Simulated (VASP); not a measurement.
Computed with PBE GGA, VASP's PBE PAW potentials (set 64) (plane waves; VASP).

VASP input:

File KPOINTS:
```
Automatic mesh
0
Gamma
5 5 7
0 0 0
```

File POSCAR:
```
PbO2
1
    4.9850578869    -0.0000000000     0.0000000000
   -0.0000000000     4.9850578869     0.0000000000
    0.0000000000     0.0000000000     3.4330458340
Pb O
2 4
Direct
  0.0000000000   0.0000000000   0.0000000000
  0.5000000000   0.5000000000   0.5000000000
  0.3070663369   0.3070663369   1.0000000000
  0.8070663369   0.1929336631   0.5000000000
  0.1929336631   0.8070663369   0.5000000000
  0.6929336631   0.6929336631   0.0000000000
```

INCAR:
```
ALGO  =  Normal
EDIFF  =  1E-6
EDIFFG  =  -0.02
ENCUT  =  620
GGA  =  PE
IBRION  =  2
ISIF  =  3
ISMEAR  =  0
LASPH  =  .TRUE.
LCHARG  =  .FALSE.
LMAXMIX  =  4
LREAL  =  .FALSE.
LWAVE  =  .FALSE.
NELM  =  100
NSW  =  40
PREC  =  Accurate
PSTRESS  =  50
SIGMA  =  0.05
SYSTEM  =  PbO2
```

POTCAR, in this order: Pb_d O (PBE.64 set). Program: vasp_std.

The resulting files:

**OSZICAR**
```
       N       E                     dE             d eps       ncg     rms          rms(c)
DAV:   1     0.745823658961E+03    0.74582E+03   -0.29389E+04  1488   0.231E+03
DAV:   2     0.698710828667E+02   -0.67595E+03   -0.65280E+03  1644   0.602E+02
DAV:   3    -0.324163943927E+02   -0.10229E+03   -0.99419E+02  1912   0.246E+02
DAV:   4    -0.373825244568E+02   -0.49661E+01   -0.49469E+01  1748   0.567E+01
DAV:   5    -0.375651930796E+02   -0.18267E+00   -0.18262E+00  2052   0.109E+01    0.140E+01
DAV:   6    -0.318305526153E+02    0.57346E+01   -0.25927E+01  2296   0.574E+01    0.457E+00
DAV:   7    -0.318513990541E+02   -0.20846E-01   -0.17461E+00  1682   0.106E+01    0.277E+00
DAV:   8    -0.318481453953E+02    0.32537E-02   -0.49451E-01  2334   0.708E+00    0.121E+00
DAV:   9    -0.318173077875E+02    0.30838E-01   -0.12881E-01  2417   0.455E+00    0.133E-01
DAV:  10    -0.318189800870E+02   -0.16723E-02   -0.10924E-02  1677   0.609E-01    0.114E-01
DAV:  11    -0.318189486708E+02    0.31416E-04   -0.34981E-04  2316   0.179E-01    0.449E-02
DAV:  12    -0.318189340278E+02    0.14643E-04   -0.59955E-05  2288   0.640E-02    0.172E-02
DAV:  13    -0.318189285875E+02    0.54403E-05   -0.26998E-05  1960   0.608E-02    0.447E-03
DAV:  14    -0.318189294894E+02   -0.90193E-06   -0.34130E-06  1607   0.175E-02
   1 F= -.29156492E+02 E0= -.29156442E+02  d E =-.291565E+02
```

OUTCAR:
```
------------------------ aborting loop because EDIFF is reached ----------------------------------------
  FORCE on cell =-STRESS in cart. coord.  units (eV):
  Direction    XX          YY          ZZ          XY          YZ          ZX
  --------------------------------------------------------------------------------------
  Total        2.6258231      2.6258231      2.6843360      0.0000000      0.0000000      0.0000000
  in kB       49.3123871     49.3123871     50.4112482      0.0000000      0.0000000      0.0000000
  external PRESSURE =      -0.3213259 kB  Pullay stress =      50.0000000 kB
  volume of cell :       85.31
      direct lattice vectors                 reciprocal lattice vectors
     4.985057887  0.000000000  0.000000000     0.200599476  0.000000000  0.000000000
     0.000000000  4.985057887  0.000000000     0.000000000  0.200599476  0.000000000
     0.000000000  0.000000000  3.433045834     0.000000000  0.000000000  0.291286528
 POSITION                                       TOTAL-FORCE (eV/Angst)
 -----------------------------------------------------------------------------------
      0.00000      0.00000      0.00000         0.000000      0.000000     -0.000000
      2.49253      2.49253      1.71652         0.000000      0.000000     -0.000000
      1.53074      1.53074      0.00000         0.012960      0.012960      0.000000
      4.02327      0.96179      1.71652         0.012960     -0.012960     -0.000000
      0.96179      4.02327      1.71652        -0.012960      0.012960     -0.000000
      3.45431      3.45431      0.00000        -0.012960     -0.012960     -0.000000
 -----------------------------------------------------------------------------------
    total drift:                               -0.000000      0.000000     -0.000000
  FREE ENERGIE OF THE ION-ELECTRON SYSTEM (eV)
  ---------------------------------------------------
  free  energy   TOTEN  =       -31.8189294894 eV

  energy  without entropy=      -31.8188300446  energy(sigma->0) =      -31.81887977
  enthalpy is  TOTEN    =       -29.1564919070 eV   P V=        2.6624375825

 reached required accuracy - stopping structural energy minimisation
```
(Selected blocks of OUTCAR.)

The compound is PbO2 in the rutile structure. It was relaxed first under an external pressure of 5 GPa.
